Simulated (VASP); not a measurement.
Level of theory: LDA (Ceperley-Alder, Perdew-Zunger), VASP's LDA PAW potentials (set 64) (plane waves; VASP).

The input files of a VASP run:

File KPOINTS:
```
Automatic mesh
0
Gamma
1 1 1
0 0 0
```

### INCAR
```
SYSTEM  =  O atom
PREC  =  Normal; ENCUT  =  520; LREAL  =  .FALSE.
LASPH  =  .TRUE.; ISYM  =  0
EDIFF  =  1E-6; NELM  =  200; ALGO  =  All
ISMEAR  =  0; SIGMA  =  0.01
ISPIN  =  2; MAGMOM  =  2; NUPDOWN  =  2
LWAVE  =  .FALSE.; LCHARG  =  .FALSE.; LORBIT  =  10
```

### POSCAR
```
O atom
1
   12.0000000000     0.0000000000     0.0000000000
    0.0000000000    12.5000000000     0.0000000000
    0.0000000000     0.0000000000    13.0000000000
O
1
Direct
  0.0000000000   0.0000000000   0.0000000000
```

POTCAR, in this order: O (LDA.64 set). Program: vasp_gam. Read from the step before: WAVECAR.

What VASP printed:

File OUTCAR:
```
 ion  position               nearest neighbor table
   1  0.000  0.000  0.000-
 Subroutine IBZKPT returns following result:
 Found      1 irreducible k-points:

 Following reciprocal coordinates:
            Coordinates               Weight
  0.000000  0.000000  0.000000      1.000000
   k-points           NKPTS =      1   k-points in BZ     NKDIM =      1   number of bands    NBANDS=      8
   number of dos      NEDOS =    301   number of ions     NIONS =      1
   total plane-waves  NPLWV = 392000
   dimension x,y,z NGX =    70 NGY =   70 NGZ =   80
   dimension x,y,z NGXF=   140 NGYF=  140 NGZF=  160
   ions per type =               1
   PREC   = normal    normal or accurate (medium, high low for compatibility)
   ISTART =      1    job   : 0-new  1-cont  2-samecut
   ICHARG =      0    charge: 1-file 2-atom 10-const
   ISPIN  =      2    spin polarized calculation?
   LNONCOLLINEAR =      F non collinear calculations
   LSORBIT =      F    spin-orbit coupling
   INIWAV =      1    electr: 0-lowe 1-rand  2-diag
   ENCUT  =  520.0 eV  38.22 Ry    6.18 a.u.  22.31 23.24 24.17*2*pi/ulx,y,z
   NELM   =    200;   NELMIN=  2; NELMDL=  0     # of ELM steps
   EDIFF  = 0.1E-05   stopping-criterion for ELM
   LREAL  =      F    real-space projection
   NLSPLINE    = F    spline interpolate recip. space projectors
   LMAXMIX     =    2 max onsite mixed and CHGCAR
   VOSKOWN=      0    Vosko Wilk Nusair interpolation
   EDIFFG = 0.1E-04   stopping-criterion for IOM
   NSW    =      0    number of steps for IOM
   NBLOCK =      1;   KBLOCK =      1    inner block; outer block
   IBRION =     -1    ionic relax: 0-MD 1-quasi-New 2-CG
   NFREE  =      0    steps in history (QN), initial steepest desc. (CG)
   ISIF   =      2    stress and relaxation
   ISYM   =      0    0-nonsym 1-usesym 2-fastsym
   TEIN   =    0.0    initial temperature
   TEBEG  =    0.0;   TEEND  =   0.0 temperature during run
   SMASS  =  -3.00    Nose mass-parameter (am)
   PSTRESS=    0.0 pullay stress
   NELECT =       6.0000    total number of electrons
   EFERMI =   0.00;   METHOD = LEGACY
   ISMEAR =     0;   SIGMA  =   0.01  broadening in eV -4-tet -1-fermi 0-gaus
   IALGO  =     58    algorithm
   LDIAG  =      T    sub-space diagonalisation (order eigenvalues)
   IMIX   =      4    mixing-type and parameters
     AMIX     =   0.40;   BMIX     =  1.00
     AMIX_MAG =   1.60;   BMIX_MAG =  1.00
     AMIN     =   0.10
   GGA     = CA    functional components
   VOSKOWN =     0    Vosko Wilk Nusair interpolation
   LHFCALC =     F    Hartree Fock is set to
   LHFONE  =     F    Hartree Fock one center treatment
   AEXX    =    0.0000 exact exchange contribution
   IVDW    =     0    specifies the selected vdW correction
   LEPSILON=     F    determine dielectric tensor
   LRPA    =     F    only Hartree local field effects (RPA)
  energy-cutoff  :      520.00
  volume of cell :     1950.00
      direct lattice vectors                 reciprocal lattice vectors
    12.000000000  0.000000000  0.000000000     0.083333333  0.000000000  0.000000000
     0.000000000 12.500000000  0.000000000     0.000000000  0.080000000  0.000000000
     0.000000000  0.000000000 13.000000000     0.000000000  0.000000000  0.076923077
 k-point     1 :   0.0000 0.0000 0.0000  plane waves:   26244
 maximum number of plane-waves:     26244
```

OSZICAR:
```
       N       E                     dE             d eps       ncg     rms           ort
SDA:   1    -0.144763327068E+01   -0.14476E+01    0.00000E+00     8   0.319E-07   0.000E+00
CGA:   2    -0.144763328082E+01   -0.10143E-07   -0.10320E-07     8   0.685E-07  -0.436E-10
   1 F= -.14476333E+01 E0= -.14448123E+01  d E =-.564186E-02  mag=     2.0000
```

**OUTCAR**
```
------------------------ aborting loop because EDIFF is reached ----------------------------------------
  FORCE on cell =-STRESS in cart. coord.  units (eV):
  Direction    XX          YY          ZZ          XY          YZ          ZX
  --------------------------------------------------------------------------------------
  Total       -0.0227286     -0.0206200     -0.0220576     -0.0008124      0.0010096      0.0003989
  in kB       -0.0186744     -0.0169420     -0.0181232     -0.0006675      0.0008295      0.0003277
  external PRESSURE =      -0.0179132 kB  Pullay stress =       0.0000000 kB
  volume of cell :     1950.00
      direct lattice vectors                 reciprocal lattice vectors
    12.000000000  0.000000000  0.000000000     0.083333333  0.000000000  0.000000000
     0.000000000 12.500000000  0.000000000     0.000000000  0.080000000  0.000000000
     0.000000000  0.000000000 13.000000000     0.000000000  0.000000000  0.076923077
 POSITION                                       TOTAL-FORCE (eV/Angst)
 -----------------------------------------------------------------------------------
      0.00000      0.00000      0.00000         0.000068      0.000018     -0.000069
 -----------------------------------------------------------------------------------
    total drift:                                0.000068      0.000018     -0.000069
  FREE ENERGIE OF THE ION-ELECTRON SYSTEM (eV)
  ---------------------------------------------------
  free  energy   TOTEN  =        -1.4476332808 eV

  energy  without entropy=       -1.4419914176  energy(sigma->0) =       -1.44481235

 total charge

# of ion       s       p       d       tot
------------------------------------------
    1        1.615   2.918   0.000   4.534

 magnetization (x)

# of ion       s       p       d       tot
------------------------------------------
    1        0.013   1.531   0.000   1.545
```
(Selected blocks of OUTCAR.)

The atom may not be in its lowest state.

The cell is a free atom in a box.
